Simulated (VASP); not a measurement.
Energy against volume of W (bcc). Calculation: SCAN meta-GGA, VASP's PBE PAW potentials (set 64) (plane waves; VASP). Run with 520 eV cut-off, 16×16×16 Γ-centred mesh, first-order Methfessel-Paxton smearing of 0.10 eV, potentials W_sv.

```
V (Å³/atom)  E (eV/atom)
-----------  -----------
14.739         -69.63171
15.209         -69.67985
15.680         -69.69367
16.150         -69.67836
```

Problem. Fit these four points and predict the energy of the run at 16.620 Å³/atom.

Solution. A cubic in V^(−2/3), the third-order Birch-Murnaghan form, passes through the four points with V0 = 15.65 Å³/atom and B0 = 332 GPa, and gives -69.6384 eV/atom there. The run gave -69.6390 eV/atom, -0.6 meV/atom from the fit; all five points give B0 = 330 GPa.

The compound is W in the bcc structure. It was relaxed first.
